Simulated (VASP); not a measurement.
VASP input:

### INCAR
```
LHFCALC  =  T
ISYM  =  3
ISIF  =  2
LWAVE  =  F
LCHARG  =  F
ALGO  =  Normal
ENCUT  =  400   # plane-wave cut-off (eV)
HFRCUT  =  -1
LREAL  =  F   # projection in real space or not
PRECFOCK  =  Fast
AEXX  =  0.25
ISMEAR  =  0
GGA  =  PE   # PBE
SYSTEM  =  CaF2
NELM  =  100   # most electronic steps
PREC  =  Accurate
SIGMA  =  0.05   # width (eV)
LASPH  =  T   # aspherical one-centre terms
EDIFF  =  1E-6
```

POSCAR:
```
CaF2
1
    0.0000000000     2.7580250000     2.7580250000
    2.7580250000     0.0000000000     2.7580250000
    2.7580250000     2.7580250000     0.0000000000
Ca F
1 2
Direct
 -0.0030620000   0.0125710000  -0.0072410000
  0.7572150000   0.7444710000   0.7470380000
  0.2458470000   0.2429580000   0.2602030000
```

**KPOINTS**
```
kpoints
0
Gamma
3 3 3
0.5 0.5 0.5
```

POTCAR, in this order: Ca_sv F (PBE.64 set). Program: vasp_std.

Q: Translate this PBE0 calculation to Ansatz.

A: One equivalent input (not run):
Ansatz 0.2 input:
```yaml
crystal:
  lattice:
    - [0.0000000, 2.7580250, 2.7580250]
    - [2.7580250, 0.0000000, 2.7580250]
    - [2.7580250, 2.7580250, 0.0000000]
  atoms:
    - { symbol: Ca, position: [-0.0030620, 0.0125710, -0.0072410] }
    - { symbol: F, position: [0.7572150, 0.7444710, 0.7470380] }
    - { symbol: F, position: [0.2458470, 0.2429580, 0.2602030] }
kpoints:
  mp_grid: { grid: [3, 3, 3], shift: [0.5, 0.5, 0.5] }
hamiltonian:
  xc: pbe0
  pseudopotentials: { kind: paw }
scf:
  occupations: { method: gaussian, width: 0.05 }
  max_iter: 100
output: { forces: true, stress: true, eigenvalues: true }
```
The two are equivalent in intent, not identical: each code has its own PAW files, so the cut-off isn't converted (ENCUT is set for VASP's; basis.ecutwfc is left out, and Ansatz then takes the one that its files recommend); Ansatz stops its SCF on the density residual and VASP on the energy change (EDIFF).

The structure comes from a computed database's CaF2 entry; how it stands against other phases isn't given here. The cell was not relaxed at this level, atoms are displaced from their ideal sites. The k-mesh is coarse (spacing up to 0.66 per Å, 2π included), so the numbers may not be converged in it. The run is one of a series of settings (AEXX = 0.25, HFRCUT = -1, ISYM = 3, LHFCALC = .TRUE., PRECFOCK = Fast, KPOINTS 3×3×3 Γ-centred mesh shifted by (0.5, 0.5, 0.5) against the base run), some of them coarse on purpose.
